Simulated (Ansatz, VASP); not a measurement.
Given: the input of a run of Ansatz 0.2.0 on HfMoC2.

Contents of input.yaml:

```yaml
crystal:
  lattice:
    - [3.2125588676, 0.0, 0.0]
    - [0.0, 3.2125588676, 0.0]
    - [0.0, 0.0, 4.5148679385]
  atoms:
    - { symbol: Hf, position: [0.0, 0.0, 0.0] }
    - { symbol: Mo, position: [0.5, 0.5, 0.5] }
    - { symbol: C, position: [0.5, 0.5, 0.0] }
    - { symbol: C, position: [0.0, 0.0, 0.5] }
kpoints:
  mp_grid: { grid: [8, 8, 6] }
scf:
  occupations: { method: fermi_dirac, width: 0.05 }
hamiltonian:
  xc: pbesol
  pseudopotentials: { kind: all_electron, lapw: { basis_error: 0.001 } }
output:
  forces: true
  stress: true
  eigenvalues: true
```

Potentials or basis: all-electron LAPW, scalar-relativistic.

Launch:

```console
$ ansatz run input.yaml --threads 2 --pin off --max-ram 8192MiB --backend cpu --events-out ev --progress --plain --runs-dir out
```

Q: Translate it to VASP 6.6.1. Potentials there: VASP PAW PBE potentials, release 64 (Hf_pv, Mo_sv, C).

A: As run (the cutoff follows the program's own potentials):

File INCAR:

```
  ALGO = Normal
  EDIFF = 1E-6
  ENCUT = 520
  GGA = PS
  ISIF = 2
  ISMEAR = -1
  LASPH = T
  LCHARG = T
  LELF = T
  LREAL = F
  LVHAR = T
  LWAVE = F
  NBANDS = 24
  NELM = 100
  PREC = Accurate
  SIGMA = 0.05
```

File KPOINTS:

```
k-points
0
Gamma
  8 8 6
```

The input POSCAR:

```
HfMoC2
1.0
    3.2125588676      0.0000000000      0.0000000000
    0.0000000000      3.2125588676      0.0000000000
    0.0000000000      0.0000000000      4.5148679385
Hf Mo C
1 1 2
Direct
    0.0000000000      0.0000000000      0.0000000000
    0.5000000000      0.5000000000      0.5000000000
    0.5000000000      0.5000000000      0.0000000000
    0.0000000000      0.0000000000      0.5000000000
```

Potentials or basis: VASP PAW PBE potentials, release 64 (Hf_pv, Mo_sv, C).

Launch:

```console
$ cat potpaw_PBE.64/Hf_pv/POTCAR potpaw_PBE.64/Mo_sv/POTCAR potpaw_PBE.64/C/POTCAR > POTCAR
$ mpirun -np 1 vasp_std > vasp.out
```

Both were run:

|  | VASP | Ansatz | Ansatz less VASP |
| --- | --- | --- | --- |
| gap on the k mesh at the Fermi level (eV) | none | none | - |
| pressure (GPa) | -13.9 | -13.9 | 0.00 |
| largest component of the traceless stress (GPa) | 2.83 | 2.85 | +0.019 |

A gap of «none» marks a metal or a gap that the smearing closes. Ansatz ran all-electron here, so the differences hold the error of VASP's frozen core and of both bases.

Caveats: the PAW data sets were made with another functional, which shifts forces and pressure a little (VASP). The runs have no spin-orbit coupling, so splittings on Hf are missing.
